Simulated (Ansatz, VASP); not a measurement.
## CdCl3: VASP beside Ansatz

```xyz
8
Lattice="5.9691 0.0000 0.0000 0.0000 5.9691 0.0000 0.0000 0.0000 5.9691" Properties=species:S:1:pos:R:3 pbc="T T T"
Cd    2.9845    2.9845    2.9845
Cd    0.0000    0.0000    0.0000
Cl    0.0000    2.9845    4.4768
Cl    2.9845    1.4923    0.0000
Cl    4.4768    0.0000    2.9845
Cl    0.0000    2.9845    1.4923
Cl    2.9845    4.4768    0.0000
Cl    1.4923    0.0000    2.9845
```

Change from the starting cell: species swapped into the Tl3Au type (Pm-3n, No. 223).

Alike in both runs: task single point; functional PBE; k mesh 4 × 4 × 4; occupations gaussian, width 0.1 eV; no spin polarisation.

```csv
,VASP,Ansatz
version,VASP 6.6.1,Ansatz 0.2.0
potentials or method,"VASP PAW PBE potentials, release 64 (Cd, Cl)","scalar-relativistic, plane waves, PAW"
plane-wave cutoff (eV),520,420
valence electrons in the cell,66,82
```

|  | VASP | Ansatz | Ansatz less VASP |
| --- | --- | --- | --- |
| gap on the k mesh at the Fermi level (eV) | none | none | - |
| pressure (GPa) | -5.8 | -5.8 | +0.01 |

A gap of «none» marks a metal or a gap that the smearing closes. The two sets of potentials don't hold the same shells in valence.
